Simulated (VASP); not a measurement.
BiS:

```
CELL_PARAMETERS angstrom
2.10927 1.21779 3.50049
-2.10927 1.21779 3.50049
0.00000 -2.43558 3.50049
ATOMIC_POSITIONS crystal
Bi 0.00000 0.00000 0.00000
S 0.50000 0.50000 0.50000
```

The cell was built by a generator and needn't be a form met in nature.

| Property | Result |
| --- | --- |
| Program | VASP 6.6.1 |
| Task | relaxation of cell and atoms |
| Functional | SCAN |
| Potentials or basis | VASP PAW PBE potentials, release 64 (Bi_d, S) |
| Cutoff | 600 eV |
| k mesh | 8 × 8 × 8 |
| Occupations | fermi-dirac, width 0.05 eV |
| Spin | no spin polarisation |

At the start: pressure -2.7 GPa; volume 26.97 Å³/atom.

Question: How do energy, volume and symmetry change on relaxing?

Answer: Over 11 steps the energy falls by 67.8 meV/atom and the volume is 24.76 Å³/atom (-8.2 %); space group R-3m (No. 166, to 0.05 Å).

The path:
```tsv
step	energy change (eV)	largest force (eV/Å)	pressure (GPa)	volume (Å³)
1	0.0000	0.0000	-2.72	53.95
2	-0.0183	0.0000	1.45	50.45
3	-0.0225	0.0000	0.09	51.46
4	-0.0255	0.0000	0.11	51.40
5	-0.0390	0.0000	0.12	51.21
6	-0.0736	0.0000	0.19	50.76
7	-0.1353	0.0000	0.10	49.55
8	-0.1353	0.0000	0.12	49.38
9	-0.1355	0.0000	0.11	49.46
10	-0.1343	0.0000	-0.74	50.06
11	-0.1356	0.0000	0.01	49.53
```

Final structure:
```yaml
crystal:
  lattice:
    - [1.90778, 1.10146, 3.92839]
    - [-1.90778, 1.10146, 3.92839]
    - [0.00000, -2.20292, 3.92839]
  atoms:
    - { symbol: Bi, position: [0.00000, 0.00000, 0.00000] }
    - { symbol: S, position: [0.50000, 0.50000, 0.50000] }
```

Caveat: the PAW data sets were made with another functional, which shifts forces and pressure a little.
